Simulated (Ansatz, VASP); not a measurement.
## ZnS in two plane-wave programs

One calculation is typed for both programs; each brings its own data sets. How far apart do they land? The cell is taken from a series of runs on this material, whose earlier steps may have relaxed, scaled, displaced or heated it; both programs get it as it stands.

Method: plane waves, with VASP 6.6.1 beside it; zone-centre phonons at PBE, in Ansatz 0.2.0.

**1. The structure**

The structure is cubic, space group F-43m (No. 216). The conventional cell has a = 5.416 Å, b = 5.416 Å, c = 5.416 Å, α = 90.00°, β = 90.00°, γ = 90.00°. Zn has 4 S at 2.35 Å nearest. S has 4 Zn at 2.35 Å nearest. Farther neighbours and most contacts between anions are not listed.

Structure file:

```cif
data_structure
_symmetry_space_group_name_H-M 'P 1'
_symmetry_Int_Tables_number 1
_cell_length_a 3.8299
_cell_length_b 3.8299
_cell_length_c 3.8299
_cell_angle_alpha 60.000
_cell_angle_beta 60.000
_cell_angle_gamma 60.000
_cell_volume 39.72
loop_
_atom_site_label
_atom_site_type_symbol
_atom_site_fract_x
_atom_site_fract_y
_atom_site_fract_z
_atom_site_occupancy
Zn1 Zn 0.25000 0.25000 0.25000 1
S2 S 0.00000 0.00000 0.00000 1
```

**2. Ansatz: zone-centre phonons, PBE, pair 1**

Ansatz runs on its default PAW (the set named soft_2) files.

Second derivatives magnify differences that forces hide, and they need a tight electronic threshold.

The input, input.yaml:

```yaml
crystal:
  lattice:
    - [0.0, 2.7081268491, 2.7081268491]
    - [2.7081268491, 0.0, 2.7081268491]
    - [2.7081268491, 2.7081268491, 0.0]
  atoms:
    - { symbol: Zn, position: [0.25, 0.25, 0.25] }
    - { symbol: S, position: [0.0, 0.0, 0.0] }
kpoints:
  mp_grid: { grid: [8, 8, 8] }
hamiltonian:
  xc: pbe
scf:
  occupations: { method: fixed }
output:
  eigenvalues: true
phonons:
  method: dfpt
```

Command:

```
$ ansatz run input.yaml --threads 4 --pin off --max-ram 7168MiB --backend cpu --events-out ev --progress --plain --runs-dir out
```

Numbers of over 12 decimals in the logs are rounded to 6 here.

What it wrote:

```text
zone centre: on kpoints.mp_grid the ground state, and the responses unless they are solved on pairs of k-points, stand on 59 of the mesh's 512 k-points, reduced under 8 symmetry operations, with k and −k counted as one. Each operation leaves every solved displacement unchanged or reverses it
Engine: ansatz 0.2.0, aarch64-unknown-linux-gnu
Pseudopotentials: kind: paw
Pseudopotential: Zn, paw, valence charge 12, recommended cutoff 420 eV (normal), Zn.paw.azcp
Pseudopotential: S, paw, valence charge 6, recommended cutoff 420 eV (normal), S.paw.azcp
Functional definition: PBE
  parameter kappa = 0.804
  parameter beta = 0.066725
  exchange = pbe_x(kappa = kappa, mu = beta*pi^2/3)
  correlation = pbe_c(beta = beta)
Crystal: 2 atoms, lattice volume = 39.723 Å³
Basis set: ecut = 420 eV, 749 PW (Γ), exchange–correlation on 54×54×54 points (8 copies of the dense FFT grid, shifted against one another)
Bands: 13, of which v1, the nominal top of the filled ones, is band 9 counted from 1 (8 counted from 0)
Symmetry: 24 space group operations
k-points: 59 of 512 (irreducible under 8 space group operations, time reversal used)
Non-local potential: Zn, projectors of the file, l = 0: 2, l = 1: 2, l = 2: 3, l = 3: 1
Non-local potential: S, projectors of the file, l = 0: 2, l = 1: 2, l = 2: 2
PAW form: soft (Blöchl's): semilocal exchange-correlation on the pseudo side does not see the compensation charge
PAW one-centre angular grid: Zn, 590 points (default); XC on 64 Gauss nodes
PAW one-centre angular grid: S, 110 points (default); XC on 64 Gauss nodes
Initial density: superposition of atomic densities (neutral atoms: chi_scale 0, normalization atom), corrected by the library's trained network
Initial wavefunctions: pseudopotential atomic-orbital guess
Functional: x = pbe(κ = 0.804, μ = 0.219515), c = pbe(β = 0.066725)
SCF iter   1: F=—  HF=-4222.732026 eV  |F-HF|=—  |Δ(HF+E_count)|=         —  Δρ=5.93e-4  dr2=1.86e-4  ethr=1.77e-3  ⟨swp⟩=4.9  Hψ=4076  notcnv=0  defer=112
preconditioner: auto → none  [insulator: Δε(μ)=2.073 eV  Ē_g=12.171 eV  n_scr=14 (ndim 8)  ℏωp=25.0 eV  f_vac=0.026  ε∞_Penn≈5.2]
SCF iter   2: F=—  HF=-4222.732111 eV  |F-HF|=—  |Δ(HF+E_count)|=   8.52e-5  Δρ=4.80e-4  dr2=4.27e-5  ethr=1.03e-6  ⟨swp⟩=2.3  Hψ=1920  notcnv=0  defer=114
SCF iter   3: F=—  HF=-4222.732135 eV  |F-HF|=—  |Δ(HF+E_count)|=   2.42e-5  Δρ=1.54e-4  dr2=6.27e-6  ethr=2.37e-7  ⟨swp⟩=2.0  Hψ=1248  notcnv=0  defer=112
SCF iter   4: F=—  HF=-4222.732143 eV  |F-HF|=—  |Δ(HF+E_count)|=   7.52e-6  Δρ=6.63e-5  dr2=8.34e-7  ethr=3.49e-8  ⟨swp⟩=2.0  Hψ=1239  notcnv=0
SCF iter   5: F=—  HF=-4222.732146 eV  |F-HF|=—  |Δ(HF+E_count)|=   3.06e-6  Δρ=2.90e-5  dr2=2.53e-7  ethr=4.64e-9  ⟨swp⟩=2.0  Hψ=1298  notcnv=0
SCF iter   6: F=—  HF=-4222.732146 eV  |F-HF|=—  |Δ(HF+E_count)|=   3.59e-7  Δρ=3.33e-6  dr2=2.04e-9  ethr=1.41e-9  ⟨swp⟩=2.9  Hψ=1298  notcnv=0
SCF iter   7: F=-4222.732146 eV  HF=-4222.732146 eV  |F-HF|=5.28e-11  |Δ(HF+E_count)|=   8.54e-9  Δρ=5.23e-7  dr2=9.06e-11  ethr=1.00e-12  ⟨swp⟩=6.6  Hψ=5336  notcnv=0
SCF 1 converged in 7 iterations: F = -4222.732146 eV  dr2 = 9.06e-11
  greatest PAW one-centre occupation: 0.983 electrons in one spin orbital (limit 2), on the Zn atom at site 0 (counted from 0), in its partial waves of l = 2
DFPT response loops at Γ: preconditioner auto → none (the input reference at scf.mixing.eps_inf says where Resta's filter doesn't serve); β = 0.50; Broyden in place of MSR1
SCF converged after 7 iterations
Free energy (F): -4222.732146 eV
Harris-Foulkes:  -4222.732146 eV  (|F-HF|=5.28e-11)
Internal energy: -4222.732146 eV  (E = F + TS)
E sigma→0 (E₀):  -4222.732146 eV
Fermi energy:    5.698861 eV
--- Per-component energies (eV) ---
  E_band       = 3.931901
  E_kinetic    = 238.187428
  E_local      = -2045.349026  (includes V_loc(G=0)·N_el)
  E_nonlocal   = 642.778934
  E_hartree    = 855.103591
  E_xc         = -234.330245
  E_vxc        = -139.458240  (∫ρ·V_xc dr)
  E_paw        = -2428.578820  (= ΣΔE_a)
  E_vpaw       = -402.433873  (= ΣTr[D̂ρ^β])
  E_aug_tail   = -0.000352  (compensation charges beyond the density's cutoff)
  E_ewald      = -1250.543656
  E_smearing   = -0.000000  (= −TS)
  E_closure    = -0.000000  (closes the sum)
  Σ components = -4222.732146   (vs F -4222.732146, Δ=0.00e0)
--- Band table (eV; the first three rows and the last of 59) ---
  k-point 0: bands = [... 5 lower, -0.1174, 5.6989, 5.6989, 5.6989, 7.7787, 12.0732, 12.0732, 12.0732]
  k-point 1: bands = [... 5 lower, -0.1191, 4.5895, 5.5532, 5.5532, 8.5992, 11.9774, 12.3231, 12.3231]
  k-point 2: bands = [... 5 lower, -0.1159, 2.8837, 5.2357, 5.2357, 9.1492, 12.6005, 12.6895, 12.6895]
  k-point 58: bands = [... 5 lower, 0.2755, 1.1432, 2.9834, 3.0127, 11.3897, 11.6918, 13.5361, 13.8949]
--- Phonons (Γ-DFPT): 2 representative perturbations + reference, on 59 of 512 k-points (Σ response iterations 6) ---
  k mesh reduced under 8 symmetry operations, with k and −k counted as one. Each operation leaves every solved displacement unchanged or reverses it
  ASR residual: 4.286e-4 → 0.000e0 eV/Å²; symmetrization residual: 6.002e-7 eV/Å²
  ASR residual per site (eV/Å²): 1.41e-4 4.29e-4
  Γ frequencies (cm⁻¹): 0.00 0.00 0.00 267.15 267.15 267.15
  non-analytic LO–TO correction: not included (Born effective charges unavailable; polar crystals: no LO–TO splitting at Γ)
```

**3. VASP: zone-centre phonons, PBE, pair 1**

The same cell, functional and mesh now go to VASP, with its own data sets.

Lines of VASP's logs that name or quote its potential files are left out, and so is its time.

The input, INCAR:

```
SYSTEM = ZnS
PREC = Accurate
ENCUT = 500
EDIFF = 1E-08
NELM = 120
ISMEAR = 0
SIGMA = 0.01
LREAL = .FALSE.
ALGO = Normal
GGA = PE
NBANDS = 15
LORBIT = 11
LWAVE = .FALSE.
LCHARG = .FALSE.
ISIF = 2
IBRION = 8
LASPH = .TRUE.
GGA_COMPAT = .FALSE.
EFERMI = MIDGAP
KPAR = 2
```

The input, POSCAR:

```
ZnS
1.0
    0.0000000000      2.7081268491      2.7081268491
    2.7081268491      0.0000000000      2.7081268491
    2.7081268491      2.7081268491      0.0000000000
Zn S
1 1
Direct
    0.2500000000      0.2500000000      0.2500000000
    0.0000000000      0.0000000000      0.0000000000
```

The input, KPOINTS:

```
Automatic mesh
0
Gamma
8 8 8
0 0 0
```

Potentials, in the order of the species: Zn and S (PBE family, release 64).

Command:

```
$ mpirun -np 2 vasp_std
```

What it wrote:

```text
[banner, memory and clock lines left out]
running    2 mpi-ranks, on    1 nodes
 distrk:  each k-point on    1 cores,    2 groups
 distr:  one band on    1 cores,    1 groups

 POSCAR found type information on POSCAR ZnS
 POSCAR found :  2 types and       2 ions
 LDA part: xc-table for (Slater+PW92), standard interpolation
 POSCAR, INCAR and KPOINTS ok, starting setup
 FFT: planning ... GRIDC
 FFT: planning ... GRID_SOFT
 FFT: planning ... GRID
 WAVECAR not read
 entering main loop
       N       E                     dE             d eps       ncg     rms          rms(c)
DAV:   1     0.844984228773E+02    0.84498E+02   -0.83682E+03   870   0.138E+03
DAV:   2    -0.141411997216E+01   -0.85913E+02   -0.80716E+02   940   0.266E+02
DAV:   3    -0.721478266081E+01   -0.58007E+01   -0.57607E+01  1136   0.654E+01
DAV:   4    -0.727589872665E+01   -0.61116E-01   -0.61097E-01   982   0.710E+00
DAV:   5    -0.727658148460E+01   -0.68276E-03   -0.68264E-03  1157   0.726E-01    0.678E+00
DAV:   6    -0.686844791710E+01    0.40813E+00   -0.78489E-01  1279   0.318E+01    0.528E+00
DAV:   7    -0.684960333354E+01    0.18845E-01   -0.27180E-01   996   0.481E+00    0.272E+00
DAV:   8    -0.684896442284E+01    0.63891E-03   -0.52509E-03  1049   0.798E-01    0.742E-01
DAV:   9    -0.684923533275E+01   -0.27091E-03   -0.12225E-03  1038   0.290E-01    0.991E-02
DAV:  10    -0.684939997707E+01   -0.16464E-03   -0.18737E-04  1039   0.141E-01    0.536E-02
DAV:  11    -0.684939803424E+01    0.19428E-05   -0.32113E-05  1059   0.884E-02    0.582E-03
DAV:  12    -0.684939884897E+01   -0.81473E-06   -0.38991E-06  1180   0.227E-02    0.369E-03
DAV:  13    -0.684939882465E+01    0.24323E-07   -0.72224E-07   997   0.105E-02    0.214E-03
DAV:  14    -0.684939881291E+01    0.11735E-07   -0.84242E-08  1052   0.253E-03    0.109E-03
DAV:  15    -0.684939882462E+01   -0.11706E-07   -0.16411E-09   722   0.732E-04    0.512E-04
DAV:  16    -0.684939883342E+01   -0.88046E-08   -0.29670E-09   617   0.118E-03
   1 F= -.68493988E+01 E0= -.68493988E+01  d E =0.000000E+00
 Linear response reoptimize wavefunctions to high precision
DAV:   1    -0.684939883377E+01   -0.34379E-09   -0.13634E-09   722   0.282E-04
DAV:   2    -0.684939883377E+01   -0.59117E-11   -0.95237E-11   498   0.840E-05
 Linear response DOF=           2
 Linear response progress:
  Degree of freedom:   1/  2
       N       E                     dE             d eps       ncg     rms          rms(c)
RMM:   1    -0.211607738787E+00   -0.21161E+00   -0.10114E-02  4019   0.206E+00
RMM:   2    -0.209687581159E+00    0.19202E-02   -0.28253E-03  4586   0.416E-01    0.112E-01
RMM:   3    -0.209411200170E+00    0.27638E-03   -0.57501E-05  5324   0.610E-02    0.661E-02
RMM:   4    -0.209016290586E+00    0.39491E-03   -0.16102E-05  5248   0.293E-02    0.293E-03
RMM:   5    -0.209003946150E+00    0.12344E-04   -0.10348E-06  5530   0.395E-03    0.161E-03
RMM:   6    -0.209003883409E+00    0.62741E-07   -0.20766E-07  5298   0.230E-03    0.366E-04
RMM:   7    -0.209003643938E+00    0.23947E-06   -0.75761E-08  5604   0.422E-04    0.119E-04
RMM:   8    -0.209003285527E+00    0.35841E-06   -0.31481E-08  5422   0.259E-04    0.410E-05
RMM:   9    -0.209003136973E+00    0.14855E-06   -0.54905E-10  5555   0.723E-05    0.759E-06
RMM:  10    -0.209003172481E+00   -0.35508E-07   -0.15521E-09  5700   0.181E-05    0.369E-06
RMM:  11    -0.209003196027E+00   -0.23546E-07    0.25585E-09  5372   0.112E-05    0.688E-07
RMM:  12    -0.209003195969E+00    0.57857E-10    0.17192E-10  3764   0.436E-06    0.345E-07
 first order change of Fermi-energy   0.29477E+00
 force on displaced ion       1 direction 1 :  -5.669  -0.000  -0.000
 Linear response progress:
  Degree of freedom:   2/  2
       N       E                     dE             d eps       ncg     rms          rms(c)
RMM:   1    -0.106982178058E+00   -0.10698E+00    0.51540E-02  7055   0.221E+00
RMM:   2    -0.104743128396E+00    0.22390E-02   -0.46439E-03  4635   0.627E-01    0.162E-01
RMM:   3    -0.105226708327E+00   -0.48358E-03   -0.28630E-04  4907   0.133E-01    0.811E-02
RMM:   4    -0.105739203077E+00   -0.51249E-03   -0.57651E-05  4995   0.497E-02    0.164E-02
RMM:   5    -0.105787170371E+00   -0.47967E-04   -0.59954E-06  5139   0.137E-02    0.964E-03
RMM:   6    -0.105773674262E+00    0.13496E-04   -0.10949E-06  5060   0.374E-03    0.516E-03
RMM:   7    -0.105777271972E+00   -0.35977E-05   -0.11256E-07  4815   0.149E-03    0.351E-04
RMM:   8    -0.105776540777E+00    0.73120E-06   -0.12296E-08  5234   0.363E-04    0.653E-05
RMM:   9    -0.105775924182E+00    0.61659E-06   -0.19563E-09  5007   0.144E-04    0.567E-05
RMM:  10    -0.105776218990E+00   -0.29481E-06   -0.67294E-09  5237   0.492E-05    0.132E-05
RMM:  11    -0.105776289005E+00   -0.70015E-07   -0.72208E-10  5269   0.210E-05    0.789E-06
RMM:  12    -0.105776283861E+00    0.51444E-08    0.36212E-09  4798   0.750E-06    0.739E-07
 first order change of Fermi-energy  -0.29444E+00
 force on displaced ion       2 direction 1 :  -5.676  -0.000  -0.000
 Linear response finished
```

Parts of OUTCAR (step 3):

```text
ion  position               nearest neighbor table
   1  0.250  0.250  0.250-   2 2.35   2 2.35   2 2.35   2 2.35
   2  0.000  0.000  0.000-   1 2.35   1 2.35   1 2.35   1 2.35

  LATTYP: Found a face centered cubic cell.
 ALAT       =     5.4162536982

 Subroutine GETGRP returns: Found 24 space group operations
 (whereof 24 operations were pure point group operations)

The static configuration has the point symmetry T_d .

 Found     29 irreducible k-points:

   k-points           NKPTS =     29   k-points in BZ     NKDIM =     29   number of bands    NBANDS=     15

   dimension x,y,z NGX =    28 NGY =   28 NGZ =   28
   dimension x,y,z NGXF=    56 NGYF=   56 NGZF=   56

   ENCUT  =  500.0 eV  36.75 Ry    6.06 a.u.   6.98  6.98  6.98*2*pi/ulx,y,z

   NELECT =      18.0000    total number of electrons

 k-points in reciprocal lattice and weights: Automatic mesh
   0.00000000  0.00000000  0.00000000       0.002
   0.12500000  0.00000000  0.00000000       0.016
   0.25000000  0.00000000  0.00000000       0.016
   0.37500000  0.00000000  0.00000000       0.016
   0.50000000  0.00000000  0.00000000       0.008
   0.12500000  0.12500000  0.00000000       0.012
   0.25000000  0.12500000  0.00000000       0.047
   0.37500000  0.12500000  0.00000000       0.047
   0.50000000  0.12500000  0.00000000       0.047
[...]
-0.37500000  0.50000000  0.12500000       0.023
  -0.25000000  0.50000000  0.25000000       0.012

 average (electrostatic) potential at core
       1 -36.3035       2 -88.6255

  Total        0.3053742      0.3053742      0.3053742     -0.0000000      0.0000000     -0.0000000
  in kB       12.3170288     12.3170288     12.3170288     -0.0000000      0.0000000     -0.0000000
  external PRESSURE =      12.3170288 kB  Pullay stress =       0.0000000 kB

  energy-cutoff  :      500.00
  volume of cell :       39.72
      direct lattice vectors                 reciprocal lattice vectors
     0.000000000  2.708126849  2.708126849    -0.184629461  0.184629461  0.184629461
     2.708126849  0.000000000  2.708126849     0.184629461 -0.184629461  0.184629461
     2.708126849  2.708126849  0.000000000     0.184629461  0.184629461 -0.184629461

 POSITION                                       TOTAL-FORCE (eV/Angst)
 -----------------------------------------------------------------------------------
      1.35406      1.35406      1.35406        -0.000000     -0.000000      0.000000
      0.00000      0.00000      0.00000         0.000000      0.000000     -0.000000
 -----------------------------------------------------------------------------------
    total drift:                               -0.000000     -0.000000     -0.000000

 Eigenvectors and eigenvalues of the dynamical matrix
 ----------------------------------------------------

   1 f  =    8.028124 THz    50.442192 2PiTHz  267.789400 cm-1    33.201639 meV
             X         Y         Z           dx          dy          dz
      1.354063  1.354063  1.354063     0.000000    0.573351    0.000000
      0.000000  0.000000  0.000000     0.000000   -0.819310    0.000000

   2 f  =    8.028124 THz    50.442192 2PiTHz  267.789400 cm-1    33.201639 meV
             X         Y         Z           dx          dy          dz
      1.354063  1.354063  1.354063    -0.573351    0.000000    0.000000
      0.000000  0.000000  0.000000     0.819310    0.000000    0.000000

   3 f  =    8.028124 THz    50.442192 2PiTHz  267.789400 cm-1    33.201639 meV
             X         Y         Z           dx          dy          dz
      1.354063  1.354063  1.354063     0.000000    0.000000   -0.573351
      0.000000  0.000000  0.000000     0.000000    0.000000    0.819310

   4 f/i=    0.002553 THz     0.016044 2PiTHz    0.085174 cm-1     0.010560 meV
             X         Y         Z           dx          dy          dz
      1.354063  1.354063  1.354063     0.819310    0.000000    0.000000
      0.000000  0.000000  0.000000     0.573351    0.000000    0.000000

   5 f/i=    0.002553 THz     0.016044 2PiTHz    0.085174 cm-1     0.010560 meV
             X         Y         Z           dx          dy          dz
      1.354063  1.354063  1.354063     0.000000   -0.819310    0.000000
      0.000000  0.000000  0.000000     0.000000   -0.573351    0.000000

   6 f/i=    0.002553 THz     0.016044 2PiTHz    0.085174 cm-1     0.010560 meV
             X         Y         Z           dx          dy          dz
      1.354063  1.354063  1.354063     0.000000    0.000000    0.819310
      0.000000  0.000000  0.000000     0.000000    0.000000    0.573351

 ELASTIC MODULI CONTR FROM IONIC RELAXATION (kBar)
 Direction    XX          YY          ZZ          XY          YZ          ZX
 --------------------------------------------------------------------------------
 XX          -0.0000      0.0000      0.0000     -0.0000      0.0000      0.0000
 YY           0.0000     -0.0000      0.0000     -0.0000     -0.0000      0.0000
 ZZ           0.0000      0.0000     -0.0000      0.0000     -0.0000      0.0000
 XY          -0.0000     -0.0000      0.0000   -202.0595      0.0000      0.0000
 YZ           0.0000     -0.0000     -0.0000      0.0000   -202.0595      0.0000
 ZX           0.0000      0.0000      0.0000      0.0000      0.0000   -202.0595
 --------------------------------------------------------------------------------
```

**4. Comparison**

Known differences besides the potentials themselves: fixed occupations in Ansatz, narrow Gaussian smearing in VASP; the cutoff is 420 eV in Ansatz and 500 eV in VASP. Total energies have different zeros and are not compared.

Both answers:

```tsv
quantity	Ansatz	VASP	difference
optical mode 1 to 3 (cm⁻¹)	267.1	267.8	-0.24 %
```

Modes are paired by rising frequency, not by their patterns, so a pair may set unlike modes beside each other; they are those without the splitting of longitudinal modes.

[end of part 1 of 2]

[Lines on the potential files, build, host, timing and source positions are cut from VASP's logs without a mark.]

[Logs are printed without paths, hosts, clocks, repeated set-up lines and the standing remarks that a program may print on its own settings, such as how far it seeks lower states.]

[Hosts, paths, dates, database ids (printed as entryN), source tags and the programs' standing remarks are cut or masked in the printed files.]
